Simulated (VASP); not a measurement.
Wanted: the native input for a VASP 6.6.1 run.

- Task: single point
- Functional: LDA
- Potentials or basis: VASP PAW LDA potentials, release 64 (O, C, H)
- Cutoff: 520 eV
- k mesh: 1 × 1 × 1
- Occupations: fermi-dirac, width 0.05 eV
- Spin: no spin polarisation
- Dipole correction: no
- Further INCAR settings: LREAL = Auto; ALGO = Normal; EDIFF = 1e-07; NBANDS = 70

The structure of H2CO lies in POSCAR:

```
H2CO
1.0
    7.6012920000      0.0000000000      0.0000000000
    0.0000000000      7.6012920000      0.0000000000
    0.0000000000      0.0000000000      7.6012920000
O C H
8 8 16
Direct
    0.9768076269      0.4460031268      0.4521073523
    0.3231819012      0.3364559604      0.7236664504
    0.5684165271      0.7484648662      0.9872795309
    0.3410999078      0.4037603081      0.1709972463
   -0.0817624162      0.0236801849     -0.1601569838
    0.2387225751      0.8810739016      0.2740718288
    0.5633121317      0.4862989081      0.5065323106
    0.6787267217      0.1406339870      0.1743256278
    0.9197252257      0.3571892778      0.5674956310
    0.4059046804      0.3249842264      0.5788226528
    0.6837258719      0.7574107139      0.8686286489
    0.2924765948      0.3296939520      0.0423612196
   -0.0319287826      0.0956284800     -0.0309157969
    0.1208741882      0.8094413423      0.3676480262
    0.6125274493      0.4607637754      0.3511639863
    0.5598785049      0.0424269979      0.2086487402
    1.0209053935      0.3133940914      0.6629004648
    0.7746972488      0.3176039021      0.5810459590
    0.5174515069      0.2275402655      0.5798487941
    0.3427575207      0.3584653767      0.4518573948
    0.6708991050      0.8480531994      0.7478597060
    0.8029950698      0.6693335817      0.8772192938
    0.1991898219      0.3771595671     -0.0727244789
    0.3528873776      0.1848238431     -0.0094194513
   -0.0044203012      0.0058542679      0.0870115238
    0.0333495937      0.2423403811     -0.0339284427
    0.0052096407      0.7391638158      0.2863723693
    0.0928000135      0.8621823764      0.4940344352
    0.6873699892      0.5635357779      0.2679281364
    0.6359182097      0.3410078181      0.2974757449
    0.4676441847      0.0547670054      0.3197482744
    0.4937713220     -0.0315341129      0.0994436209
```

The cell was built by a generator and needn't be a form met in nature.

These files were run (other wordings do the same):

INCAR

```
SYSTEM = H2CO
  PREC = Accurate
  ENCUT = 520
  EDIFF = 1E-7
  ISMEAR = -1
  SIGMA = 0.05
  LREAL = Auto
  LASPH = .True.
  NELM = 100
  ALGO = Normal
  ISIF = 2
  LWAVE = .False.
  LCHARG = .False.
  GGA = CA
  NBANDS = 70
```

KPOINTS

```
regular mesh
0
Gamma
  1 1 1
  0 0 0
```

Potentials or basis: VASP PAW LDA potentials, release 64 (O, C, H).

The run is started by

```console
$ cat potpaw_LDA.64/O/POTCAR potpaw_LDA.64/C/POTCAR potpaw_LDA.64/H/POTCAR > POTCAR
$ mpirun -np 1 vasp_gam > vasp.out
```

It gave:

| Property | Result |
| --- | --- |
| Pressure | -1.1 GPa |
| Largest force | 5.947 eV/Å |
| Band gap on the k mesh | 1.93 eV, direct |

Caveat: the standard files for N, O and F lose accuracy on very short bonds.

It took 33 s on 1 thread of Intel(R) Xeon(R) 6975P-C (Granite Rapids), with other jobs on the host, peak memory 0.36 GiB.
